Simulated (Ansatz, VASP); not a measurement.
# Ti2WSNOF2 (2H-WOS under Ti2NF2 MXene, AA') in two plane-wave programs, part 3 of 3

Wanted: the spread between two codes on one cell, functional and k mesh. Of the first pair: The structure shown is the start of the Ansatz relaxation below; VASP solves that cell, so the two are compared at the walk's first step.

VASP 6.6.1 and Ansatz 0.2.0.

So far: The starting structure; Ansatz: relaxation, PBE with D4; VASP: single point, PBE with D4, start cell, pair 1; Differences.

**6. VASP: single point, PBE with D4, relaxed cell, pair 2**

Level of this step: PBE with D4, zero-moment start; plane waves and PAW (S, W, O, F, Ti_sv, N) (VASP).

The same cell, functional, mesh and smearing now go to VASP, with its own data sets.

Contents of INCAR:

```
SYSTEM = Ti2WSNOF2
PREC = Accurate
ENCUT = 520
EDIFF = 1E-06
NELM = 200
ISMEAR = -1
SIGMA = 0.05
LREAL = .FALSE.
ALGO = Normal
GGA = PE
IVDW = 13
NBANDS = 42
ISPIN = 2
MAGMOM = -0 0 -0 0 0 0 0 -0
LASPH = .TRUE.
LMAXMIX = 4
LORBIT = 11
LWAVE = .FALSE.
LCHARG = .FALSE.
ISIF = 2
LDIPOL = .TRUE.
IDIPOL = 3
DIPOL = 0.5 0.5 0.51
LVHAR = .TRUE.
GGA_COMPAT = .FALSE.
NELMDL = -8
KPAR = 2
```

Contents of POSCAR:

```
Ti2WSNOF2
1.0
    3.0087533645      0.0000000000      0.0000000000
   -1.5043766822      2.6056568474      0.0000000000
    0.0000000000      0.0000000000     51.3945901266
S W O F Ti N
1 1 1 2 2 1
Direct
    0.3333333333      0.6666666667      0.4064795891
    0.0000000000      0.0000000000      0.4381673687
    0.3333333333      0.6666666667      0.4607605658
    0.0000000000      0.0000000000      0.5094430954
    0.6666666667      0.3333333333      0.6004646304
    0.6666666667      0.3333333333      0.5336619917
    0.0000000000      0.0000000000      0.5759455407
    0.3333333333      0.6666666667      0.5548130812
```

Contents of KPOINTS:

```
Automatic mesh
0
Gamma
12 12 1
0 0 0
```

The projector-augmented-wave data sets are S, W, O, F, Ti_sv and N (PBE family, release 64).

Launch:

```
> mpirun -np 2 vasp_std
```

Numbers of over 12 decimals in the logs are rounded to 6 here.

What it wrote:

```text
[banner, memory and clock lines left out]
running    2 mpi-ranks, on    1 nodes
[...]
LDA part: xc-table for (Slater+PW92), standard interpolation
 [... a notice as in an earlier step ...]

 POSCAR, INCAR and KPOINTS ok, starting setup
[...]
entering main loop
       N       E                     dE             d eps       ncg     rms          rms(c)
DAV:   1     0.674204086991E+03    0.67420E+03   -0.28212E+04  3728   0.121E+03
DAV:   2     0.265517273336E+02   -0.64765E+03   -0.62348E+03  4112   0.355E+02
DAV:   3    -0.700158592774E+02   -0.96568E+02   -0.95108E+02  4488   0.143E+02
DAV:   4    -0.769980066151E+02   -0.69821E+01   -0.69471E+01  4956   0.368E+01
[...]
DAV:  33    -0.659287902298E+02   -0.10150E-05   -0.31667E-08  1714   0.726E-04    0.286E-04
DAV:  34    -0.659287915270E+02   -0.12972E-05   -0.29605E-08  1864   0.582E-04    0.192E-04
DAV:  35    -0.659287919990E+02   -0.47207E-06   -0.14120E-08  1722   0.509E-04
   1 F= -.67740794E+02 E0= -.67731548E+02  d E =-.184909E-01  mag=     0.0000
```

OUTCAR, selected parts (step 6):

```text
  Edisp (eV):   -1.81200

  Total      -0.21852    -0.21852    -0.11182    -0.00000    -0.00000     0.00000
  in kB      -0.86892    -0.86892    -0.44465    -0.00000    -0.00000     0.00000
  external pressure =       -0.73 kB  Pullay stress =        0.00 kB

 POSITION                                       TOTAL-FORCE (eV/Angst)
 -----------------------------------------------------------------------------------
     -0.00000      1.73710     20.89085        -0.000000     -0.000000      0.066615
      0.00000      0.00000     22.51943        -0.000000     -0.000000     -0.129758
     -0.00000      1.73710     23.68060        -0.000000     -0.000000      0.057077
      0.00000      0.00000     26.18262        -0.000000      0.000000     -0.006011
      1.50438      0.86855     30.86063        -0.000000      0.000000      0.016615
      1.50438      0.86855     27.42734         0.000000     -0.000000     -0.004743
      0.00000      0.00000     29.60048         0.000000     -0.000000      0.000218
     -0.00000      1.73710     28.51439        -0.000000     -0.000000     -0.000012
 -----------------------------------------------------------------------------------
    total drift:                               -0.000000      0.000000      0.002173

  FREE ENERGIE OF THE ION-ELECTRON SYSTEM (eV)
  ---------------------------------------------------
  free  energy   TOTEN  =       -67.7407935807 eV

  energy  without entropy=      -67.7223026914  energy(sigma->0) =      -67.73154814

 magnetization (x)
# of ion       s       p       d       tot
------------------------------------------
    1       -0.000  -0.000   0.000  -0.000
    2        0.000   0.000  -0.000  -0.000
    3       -0.000  -0.000   0.000  -0.000
    4       -0.000  -0.000   0.000  -0.000
    5       -0.000  -0.000   0.000  -0.000
    6        0.000   0.000   0.000   0.000
    7        0.000   0.000   0.000   0.000
    8       -0.000  -0.000   0.000  -0.000
--------------------------------------------------
tot         -0.000  -0.000   0.000   0.000

[... 1 part as in an earlier step ...]

[... 2 further parts left out ...]
[key lines of the parts left out:]
E-fermi :  -1.0748
```

**7. Side by side**

What differs besides the data sets and the points named for the pairs above, as far as they apply: the data sets hold 69 valence electrons in Ansatz (on its default PAW (the set named soft_2) files) and 61 in VASP. Total energies have different zeros and are not compared.

Forces (eV/Å; atoms numbered as in POSCAR):

```csv
atom,"Ansatz x, y, z","VASP x, y, z"
S1,"0.000, 0.000, -0.001","0.000, 0.000, 0.067"
W2,"0.000, 0.000, 0.000","0.000, 0.000, -0.130"
O3,"0.000, 0.000, 0.000","0.000, 0.000, 0.057"
F4,"0.000, 0.000, 0.000","0.000, 0.000, -0.006"
F5,"0.000, 0.000, 0.000","0.000, 0.000, 0.017"
Ti6,"0.000, 0.000, 0.000","0.000, 0.000, -0.005"
Ti7,"0.000, 0.000, 0.000","0.000, 0.000, 0.000"
N8,"0.000, 0.000, 0.000","0.000, 0.000, 0.000"
```

The forces differ by 32 meV/Å r.m.s., where the r.m.s. force is 0.000 eV/Å in Ansatz and 0.032 eV/Å in VASP: the atoms lie near their places of rest in Ansatz, so a percentage would say little (all taken over all components). With vacuum in the cell, a pressure given here is an average over mostly empty space and none of the material.

**8. What the set-up changes**

Further runs change the set-up of one program: Ansatz's method, potentials or start, or VASP's data sets, cutoff or form of LDA. The table gives that difference for each run.

```csv
run,r.m.s. force difference (meV/Å)
as above,32
"VASP with the data sets S, W_sv, O, F, Ti_sv and N",40
```

**9. Results**

| Property | Result |
| --- | --- |
| r.m.s. force difference (single point, PBE with D4, start cell, pair 1) | 1.6 % of the r.m.s. force |
| r.m.s. force difference (single point, PBE with D4, relaxed cell, pair 2) | 32 meV/Å |

In words: The r.m.s. force difference is 32 meV/Å (single point, PBE with D4, relaxed cell, pair 2), beyond the 12 meV/Å picked in this series as the mark of a large difference. The data sets hold unlike numbers of valence electrons (69 in Ansatz and 61 in VASP), so part of the differences comes from the potentials. For single point, PBE with D4, relaxed cell, pair 2, no further run moves any of the tabulated differences by more than a quarter of its size. Such differences can come from data sets, numerical settings and the points named under the comparisons, not from the functional's error against experiment.

[Lines on the potential files, build, host, timing and source positions are cut from VASP's logs without a mark.]

[Logs are printed without paths, hosts, clocks, repeated set-up lines and the standing remarks that a program may print on its own settings, such as how far it seeks lower states.]

[Hosts, paths, dates, database ids (printed as entryN), source tags and the programs' standing remarks are cut or masked in the printed files.]
